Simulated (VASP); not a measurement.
Energy against volume of ZnO (wurtzite). Calculation: optB88-vdW, VASP's PBE PAW potentials (set 64) (plane waves; VASP). Run with 520 eV cut-off, 8×8×4 Γ-centred mesh, Gaussian smearing of 0.050 eV, potentials Zn O.

Shape and ions are relaxed at each volume.

```
V (Å³/atom)  E (eV/atom)
-----------  -----------
11.486          -2.13325
11.852          -2.14954
12.219          -2.15482
12.586          -2.15070
```

Question: Fit these four points and predict the energy of the run at 12.952 Å³/atom.

Answer: A cubic in V^(−2/3), the third-order Birch-Murnaghan form, passes through the four points with V0 = 12.23 Å³/atom and B0 = 136 GPa, and gives -2.1386 eV/atom there. The run gave -2.1387 eV/atom, -0.1 meV/atom from the fit; all five points give B0 = 135 GPa.

The compound is ZnO in the wurtzite structure. It was relaxed first.
